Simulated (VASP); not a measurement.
Input:

```yaml
crystal:
  lattice:
    - [0.00000, 2.04979, 2.04979]
    - [2.04979, 0.00000, 2.04979]
    - [2.04979, 2.04979, 0.00000]
  atoms:
    - { symbol: Au, position: [0.00000, 0.00000, 0.00000] }
```

Calculation: PBE GGA with D3 dispersion (Becke-Johnson damping), VASP's PBE PAW potentials (set 64) (plane waves; VASP). Numerical set-up: 520 eV cut-off, Gaussian smearing of 0.050 eV, potentials Au.

Q: Give the energies of bands 1 to 7 at the high-symmetry points, in eV from the Fermi level.

A: 
| band | Γ | X | U | L | W |
|---|---|---|---|---|---|
| 1 | -9.79 | -7.01 | -6.42 | -7.26 | -5.93 |
| 2 | -4.68 | -6.71 | -5.80 | -4.72 | -5.14 |
| 3 | -4.68 | -2.06 | -3.84 | -4.72 | -5.14 |
| 4 | -4.68 | -1.70 | -2.92 | -2.02 | -3.34 |
| 5 | -3.20 | -1.70 | -2.14 | -2.02 | -1.70 |
| 6 | -3.20 | 1.00 | 3.77 | -0.95 | 4.62 |
| 7 | 14.49 | 5.64 | 4.60 | 2.96 | 6.22 |

It has no gap at this level: it comes out as a metal or semimetal.

The compound is Au in the fcc structure. It was relaxed first.
